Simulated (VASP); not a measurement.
Molecule: H2, in a box.

```
H
1.0
    10.00000    0.00000    0.00000
     0.00000   10.00000    0.00000
     0.00000    0.00000   10.00000
H
2
Direct
  0.50000 0.50000 0.46750
  0.50000 0.50000 0.53250
```

Base run:

| Property | Result |
| --- | --- |
| Program | VASP 6.6.1 |
| Functional | HSE06 |
| Potentials or basis | VASP PAW PBE potentials, release 64 (H) |
| Cutoff | 450 eV |
| k mesh | 1 × 1 × 1 |
| Occupations | gaussian, width 0.02 eV |
| Spin | no spin polarisation |

Its results: gap between the frontier levels 11.95 eV; largest force 4.695 eV/Å.

Problem. The run is repeated on the same cell with these changes: functional from HSE06 to r2SCAN. What comes out?

Solution. Gap between the frontier levels 11.42 eV; largest force 4.570 eV/Å.

HSE06 gives the wider gap, since exact exchange removes part of the self-interaction.

Caveats: the PAW data sets were made with another functional, which shifts forces and pressure a little.

